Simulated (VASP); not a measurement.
BCl3, in a box:

```
B Cl
1.0
    13.13393    0.00000    0.00000
     0.00000   13.63393    0.00000
     0.00000    0.00000   14.13393
B Cl
1 3
Direct
  0.49998 0.50368 0.50001
  0.42168 0.41371 0.45101
  0.53523 0.49664 0.61878
  0.54311 0.60064 0.43020
```

Base run:

- Program: VASP 6.6.1
- Functional: RPBE
- Potentials or basis: VASP PAW PBE potentials, release 64 (B, Cl)
- Cutoff: 400 eV
- k mesh: 1 × 1 × 1
- Occupations: gaussian, width 0.01 eV
- Spin: no spin polarisation

Its results: gap between the frontier levels 5.04 eV; largest force 0.252 eV/Å.

Task: The run is repeated on the same cell with these changes: functional from RPBE to PBE. What comes out?

Result: Gap between the frontier levels 4.98 eV; largest force 0.017 eV/Å.

Caveats: the PAW data sets were made with another functional, which shifts forces and pressure a little (some runs).

